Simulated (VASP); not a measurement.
Here is a VASP 6.6.1 calculation.

Contents of INCAR:

```
PREC = Accurate
ENCUT = 520
EDIFF = 1E-7
ISMEAR = -1
SIGMA = 0.05
LREAL = False
LASPH = True
NELM = 80
ALGO = Normal
ISIF = 2
LWAVE = False
LCHARG = False
GGA = PE
NBANDS = 22
```

Contents of KPOINTS:

```
regular mesh
0
Gamma
  6 6 6
```

POSCAR

```
Rb3Mg
1.0
   -3.2272670000      3.2272670000      6.1875740000
    3.2272670000     -3.2272670000      6.1875740000
    3.2272670000      3.2272670000     -6.1875740000
Rb Mg
3 1
Direct
    0.2500000000      0.7500000000      0.5000000000
    0.7500000000      0.2500000000      0.5000000000
    0.5000000000      0.5000000000      0.0000000000
    0.0000000000      0.0000000000      0.0000000000
```

Potentials or basis: VASP PAW PBE potentials, release 64 (Rb_sv, Mg).

Run with:

```sh
$ cat potpaw_PBE.64/Rb_sv/POTCAR potpaw_PBE.64/Mg/POTCAR > POTCAR
$ mpirun -np 1 vasp_std > vasp.out
```

Question: Predict the band gap on the k mesh.

Answer: None (metal or under the smearing width).

Question: Predict the pressure.

Answer: 0.0 GPa.

Stress tensor (GPa, compression positive):
```
 0.06  0.00  0.00
 0.00  0.06  0.00
 0.00  0.00 -0.03
```
